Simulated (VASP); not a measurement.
These are PBEsol GGA, VASP's PBE PAW potentials (set 64) (plane waves; VASP) values and carry that method's errors.

A VASP calculation is set up with these files.

File KPOINTS:
```
Automatic mesh
0
Gamma
7 7 4
0 0 0
```

**INCAR**
```
SYSTEM = La2O3
GGA = PS   ! PBEsol
IBRION = 2
LASPH = .True.   ! aspherical one-centre terms
NELM = 100   ! most electronic steps
LREAL = .False.   ! projection in real space or not
NSW = 50
ISMEAR = -1
LMAXMIX = 6
SIGMA = 0.01   ! width (eV)
EDIFFG = -0.01   ! ionic stop
LWAVE = .False.
ISIF = 3   ! ions, shape and volume
ENCUT = 400
EDIFF = 1E-6
PREC = Accurate
ALGO = Normal
LCHARG = .False.
```

### POSCAR
```
La2O3
1
    3.9307800000     0.0000000000     0.0000000000
   -1.9653900000     3.4041550000     0.0000000000
    0.0000000000     0.0000000000     6.1119500000
La O
2 3
Direct
  0.6712080000   0.3217320000   0.7539120000
  0.3179710000   0.6545930000   0.2386980000
  0.6592610000   0.3366510000   0.3512890000
  0.3272580000   0.6685180000   0.6488690000
  0.0243020000   0.0185070000   0.0072320000
```

POTCAR, in this order: La O (PBE.64 set). Program: vasp_std.

Output of the run:

File OUTCAR:
```
 ion  position               nearest neighbor table
   1  0.671  0.322  0.754-   4 2.32   4 2.32   4 2.44   3 2.46   5 2.69   5 2.72
   2  0.318  0.655  0.239-   3 2.35   3 2.35   3 2.42   4 2.51   5 2.59   5 2.65   5 2.79
   3  0.659  0.337  0.351-   2 2.35   2 2.35   2 2.42   1 2.46
   4  0.327  0.669  0.649-   1 2.32   1 2.32   1 2.44   2 2.51
   5  0.024  0.019  0.007-   2 2.59   2 2.65   1 2.69   1 2.72   2 2.79
  LATTYP: Found a hexagonal cell.
 ALAT       =     3.9307800000
 C/A-ratio  =     1.5548949572
 Subroutine PRICEL returns:
 Original cell was already a primitive cell.
 Subroutine GETGRP returns: Found  1 space group operations
The static configuration has the point symmetry C_1 .
The dynamic configuration has the point symmetry C_1 .
 Subroutine INISYM returns: Found  1 space group operations
 Subroutine IBZKPT returns following result:
 Found     99 irreducible k-points:

 Following reciprocal coordinates:
            Coordinates               Weight
  0.000000  0.000000  0.000000      1.000000
  0.142857 -0.000000  0.000000      2.000000
  0.000000  0.142857  0.000000      2.000000
 -0.142857  0.142857  0.000000      2.000000
  0.285714  0.000000  0.000000      2.000000
  0.000000  0.285714  0.000000      2.000000
 -0.285714  0.285714  0.000000      2.000000
  0.428571  0.000000  0.000000      2.000000
  0.000000  0.428571  0.000000      2.000000
 -0.428571  0.428571  0.000000      2.000000
  0.142857  0.142857  0.000000      2.000000
 -0.142857  0.285714  0.000000      2.000000
 -0.285714  0.142857  0.000000      2.000000
  0.285714  0.142857  0.000000      2.000000
 -0.142857  0.428571  0.000000      2.000000
 -0.428571  0.285714  0.000000      2.000000
 -0.285714  0.428571  0.000000      2.000000
  0.142857  0.285714  0.000000      2.000000
  0.428571 -0.142857  0.000000      2.000000
  0.428571  0.142857  0.000000      2.000000
...
```

**OSZICAR**
```
...
DAV:   1    -0.438084377113E+02    0.13155E-02   -0.86300E-01  6480   0.959E+00    0.307E-01
DAV:   2    -0.438113229381E+02   -0.28852E-02   -0.52707E-02  7288   0.246E+00    0.166E-01
DAV:   3    -0.438108083648E+02    0.51457E-03   -0.45273E-03  8736   0.703E-01    0.677E-02
DAV:   4    -0.438107072947E+02    0.10107E-03   -0.63073E-04  9000   0.236E-01    0.234E-02
DAV:   5    -0.438107080477E+02   -0.75297E-06   -0.99961E-05  9016   0.751E-02    0.136E-02
DAV:   6    -0.438107076498E+02    0.39790E-06   -0.91556E-06  7944   0.272E-02
   7 F= -.43810708E+02 E0= -.43810708E+02  d E =-.738684E-02
       N       E                     dE             d eps       ncg     rms          rms(c)
DAV:   1    -0.438169060875E+02   -0.61980E-02   -0.25255E+00  6792   0.136E+01    0.775E-01
DAV:   2    -0.438156653363E+02    0.12408E-02   -0.14410E-01  7296   0.342E+00    0.281E-01
DAV:   3    -0.438137958294E+02    0.18695E-02   -0.99359E-03  8360   0.110E+00    0.961E-02
DAV:   4    -0.438136432493E+02    0.15258E-03   -0.25119E-03  9400   0.483E-01    0.509E-02
DAV:   5    -0.438136416534E+02    0.15959E-05   -0.37809E-04  9048   0.147E-01    0.288E-02
DAV:   6    -0.438136558034E+02   -0.14150E-04   -0.51138E-05  9472   0.693E-02    0.181E-02
DAV:   7    -0.438136692493E+02   -0.13446E-04   -0.24545E-05  9280   0.416E-02    0.649E-03
DAV:   8    -0.438136706255E+02   -0.13762E-05   -0.33031E-06  5504   0.173E-02    0.377E-03
DAV:   9    -0.438136711230E+02   -0.49747E-06   -0.14493E-06  4632   0.168E-02
   8 F= -.43813671E+02 E0= -.43813671E+02  d E =-.296347E-02
       N       E                     dE             d eps       ncg     rms          rms(c)
DAV:   1    -0.438137061778E+02   -0.35552E-04   -0.11633E-02  6816   0.918E-01    0.523E-02
DAV:   2    -0.438137013370E+02    0.48407E-05   -0.65395E-04  7256   0.234E-01    0.198E-02
DAV:   3    -0.438136924392E+02    0.88978E-05   -0.51745E-05  8528   0.749E-02    0.663E-03
DAV:   4    -0.438136912580E+02    0.11812E-05   -0.11998E-05  7920   0.334E-02    0.405E-03
DAV:   5    -0.438136907911E+02    0.46698E-06   -0.13225E-06  4016   0.133E-02
   9 F= -.43813691E+02 E0= -.43813691E+02  d E =-.298314E-02
       N       E                     dE             d eps       ncg     rms          rms(c)
DAV:   1    -0.438087187112E+02    0.49725E-02   -0.21502E+00  6520   0.115E+01    0.333E-01
DAV:   2    -0.438168964148E+02   -0.81777E-02   -0.10137E-01  7184   0.300E+00    0.162E-01
DAV:   3    -0.438168871257E+02    0.92891E-05   -0.63196E-03  8776   0.800E-01    0.868E-02
DAV:   4    -0.438167481421E+02    0.13898E-03   -0.94569E-04  8768   0.293E-01    0.365E-02
DAV:   5    -0.438167454816E+02    0.26605E-05   -0.22691E-04  8576   0.112E-01    0.147E-02
DAV:   6    -0.438167457817E+02   -0.30018E-06   -0.29313E-05  8960   0.456E-02    0.101E-02
DAV:   7    -0.438167449967E+02    0.78500E-06   -0.60667E-06  6904   0.241E-02
  10 F= -.43816745E+02 E0= -.43816745E+02  d E =-.305421E-02
       N       E                     dE             d eps       ncg     rms          rms(c)
DAV:   1    -0.438159737735E+02    0.77201E-03   -0.27008E-01  6520   0.409E+00    0.119E-01
DAV:   2    -0.438170031622E+02   -0.10294E-02   -0.12830E-02  7264   0.108E+00    0.567E-02
DAV:   3    -0.438170002674E+02    0.28948E-05   -0.76044E-04  8760   0.279E-01    0.308E-02
DAV:   4    -0.438169821452E+02    0.18122E-04   -0.12700E-04  8688   0.107E-01    0.111E-02
DAV:   5    -0.438169825430E+02   -0.39777E-06   -0.27647E-05  8552   0.393E-02    0.564E-03
DAV:   6    -0.438169821633E+02    0.37969E-06   -0.17823E-06  5112   0.155E-02
  11 F= -.43816982E+02 E0= -.43816982E+02  d E =-.329137E-02
       N       E                     dE             d eps       ncg     rms          rms(c)
DAV:   1    -0.438175446256E+02   -0.56208E-03   -0.57479E-02  7992   0.298E+00    0.143E-01
DAV:   2    -0.438172703846E+02    0.27424E-03   -0.25848E-03  7840   0.409E-01    0.612E-02
DAV:   3    -0.438171685035E+02    0.10188E-03   -0.29558E-04  9344   0.210E-01    0.202E-02
DAV:   4    -0.438171603251E+02    0.81784E-05   -0.50755E-05  9464   0.682E-02    0.807E-03
DAV:   5    -0.438171597131E+02    0.61198E-06   -0.47376E-06  6696   0.206E-02
  12 F= -.43817160E+02 E0= -.43817160E+02  d E =-.177550E-03
       N       E                     dE             d eps       ncg     rms          rms(c)
DAV:   1    -0.438171790926E+02   -0.18768E-04   -0.22197E-03  8208   0.588E-01    0.283E-02
DAV:   2    -0.438171682830E+02    0.10810E-04   -0.97705E-05  7800   0.797E-02    0.120E-02
DAV:   3    -0.438171644507E+02    0.38323E-05   -0.11174E-05  7880   0.415E-02    0.415E-03
DAV:   4    -0.438171639045E+02    0.54620E-06   -0.13382E-06  4848   0.151E-02
  13 F= -.43817164E+02 E0= -.43817164E+02  d E =-.181741E-03
       N       E                     dE             d eps       ncg     rms          rms(c)
DAV:   1    -0.438174944657E+02   -0.33001E-03   -0.50116E-02  7440   0.241E+00    0.129E-01
DAV:   2    -0.438173256271E+02    0.16884E-03   -0.27592E-03  7376   0.405E-01    0.497E-02
DAV:   3    -0.438172651205E+02    0.60507E-04   -0.25086E-04  8848   0.195E-01    0.177E-02
DAV:   4    -0.438172593508E+02    0.57697E-05   -0.51841E-05  9408   0.752E-02    0.732E-03
DAV:   5    -0.438172598165E+02   -0.46568E-06   -0.86559E-06  7440   0.236E-02
  14 F= -.43817260E+02 E0= -.43817260E+02  d E =-.959120E-04
       N       E                     dE             d eps       ncg     rms          rms(c)
DAV:   1    -0.438172608056E+02   -0.14547E-05   -0.28634E-05  8888   0.583E-02    0.378E-03
DAV:   2    -0.438172608785E+02   -0.72925E-07   -0.90507E-07  4256   0.902E-03
  15 F= -.43817261E+02 E0= -.43817261E+02  d E =-.969740E-04
       N       E                     dE             d eps       ncg     rms          rms(c)
DAV:   1    -0.438172548165E+02    0.59891E-05   -0.19556E-02  7064   0.117E+00    0.297E-02
DAV:   2    -0.438173263545E+02   -0.71538E-04   -0.84272E-04  7232   0.240E-01    0.169E-02
DAV:   3    -0.438173248065E+02    0.15480E-05   -0.42294E-05  8888   0.717E-02    0.101E-02
DAV:   4    -0.438173232886E+02    0.15179E-05   -0.81786E-06  7624   0.266E-02    0.335E-03
DAV:   5    -0.438173234199E+02   -0.13133E-06   -0.15804E-06  4736   0.141E-02
  16 F= -.43817323E+02 E0= -.43817323E+02  d E =-.625414E-04
       N       E                     dE             d eps       ncg     rms          rms(c)
DAV:   1    -0.438172399667E+02    0.83322E-04   -0.29240E-02  7088   0.143E+00    0.368E-02
DAV:   2    -0.438173465166E+02   -0.10655E-03   -0.12592E-03  7192   0.292E-01    0.205E-02
DAV:   3    -0.438173444758E+02    0.20408E-05   -0.64460E-05  8944   0.881E-02    0.122E-02
DAV:   4    -0.438173423013E+02    0.21745E-05   -0.11626E-05  7976   0.315E-02    0.409E-03
DAV:   5    -0.438173424200E+02   -0.11867E-06   -0.19956E-06  4752   0.147E-02
  17 F= -.43817342E+02 E0= -.43817342E+02  d E =-.815415E-04
       N       E                     dE             d eps       ncg     rms          rms(c)
DAV:   1    -0.438173417916E+02    0.50976E-06   -0.56257E-04  7032   0.195E-01    0.474E-03
DAV:   2    -0.438173439008E+02   -0.21092E-05   -0.24019E-05  7264   0.408E-02    0.307E-03
DAV:   3    -0.438173437822E+02    0.11863E-06   -0.65083E-07  3544   0.124E-02
  18 F= -.43817344E+02 E0= -.43817344E+02  d E =-.829037E-04
       N       E                     dE             d eps       ncg     rms          rms(c)
DAV:   1    -0.438173357084E+02    0.81924E-05   -0.20062E-03  7104   0.375E-01    0.963E-03
DAV:   2    -0.438173428834E+02   -0.71751E-05   -0.84855E-05  7200   0.766E-02    0.530E-03
DAV:   3    -0.438173426172E+02    0.26622E-06   -0.26219E-06  4888   0.227E-02
  19 F= -.43817343E+02 E0= -.43817343E+02  d E =-.817387E-04
```

**OUTCAR**
```
------------------------ aborting loop because EDIFF is reached ----------------------------------------
  FORCE on cell =-STRESS in cart. coord.  units (eV):
  Direction    XX          YY          ZZ          XY          YZ          ZX
  --------------------------------------------------------------------------------------
  Total        0.0128587      0.0131574      0.0250759     -0.0084245      0.0011825      0.0011474
  in kB        0.2642595      0.2703983      0.5153370     -0.1731315      0.0243016      0.0235800
  external PRESSURE =       0.3499983 kB  Pullay stress =       0.0000000 kB
  volume of cell :       77.96
      direct lattice vectors                 reciprocal lattice vectors
     3.884424967  0.000958959 -0.000502735     0.257401698  0.148530307  0.000031702
    -1.941391566  3.364414148  0.000584001    -0.000073372  0.297186236 -0.000035781
    -0.001148834  0.000717853  5.964559818     0.000021703 -0.000016579  0.167656972
 POSITION                                       TOTAL-FORCE (eV/Angst)
 -----------------------------------------------------------------------------------
      1.94278      1.12148      4.51099        -0.004838      0.006002     -0.005014
     -0.00077      2.24371      1.45459         0.000407      0.001178      0.001295
      1.94149      1.12260      2.10769         0.005475     -0.002880     -0.004664
     -0.00022      2.24369      3.85701         0.001075     -0.002154      0.002450
     -0.00066      0.00142      5.96356        -0.002118     -0.002145      0.005933
 -----------------------------------------------------------------------------------
    total drift:                               -0.000631      0.000633     -0.000056
  FREE ENERGIE OF THE ION-ELECTRON SYSTEM (eV)
  ---------------------------------------------------
  free  energy   TOTEN  =       -43.8173426172 eV

  energy  without entropy=      -43.8173426172  energy(sigma->0) =      -43.81734262

 reached required accuracy - stopping structural energy minimisation
```
(Selected blocks of OUTCAR.)

### CONTCAR
```
La2O3
   1.00000000000000
     3.8844249669923401    0.0009589592634342   -0.0005027347677647
    -1.9413915658462400    3.3644141480164409    0.0005840009373098
    -0.0011488341145741    0.0007178529808926    5.9645598179791843
  La              O
     2     3
Direct
     0.6667918879670204    0.3329838013345484    0.7563218986565529
     0.3331064424765967    0.6667471832774506    0.2438349574450915
     0.6665491976207879    0.3334045910333952    0.3533922630054543
     0.3333218446422861    0.6666556885409581    0.6466178181901882
     0.0002306272933086    0.0002097358136452    0.9998330627027132
```

At this cut-off the stress carries a Pulay error, which pulls relaxed volumes low. Energy and stress use the plane-wave basis of the starting cell.

The structure comes from a computed database's La2O3 entry; how it stands against other phases isn't given here. In the starting cell atoms are displaced from their ideal sites. This run relaxes it. The run is one of a series of settings (EDIFFG = -0.01, IBRION = 2, ISIF = 3, NSW = 50 against the base run), some of them coarse on purpose.
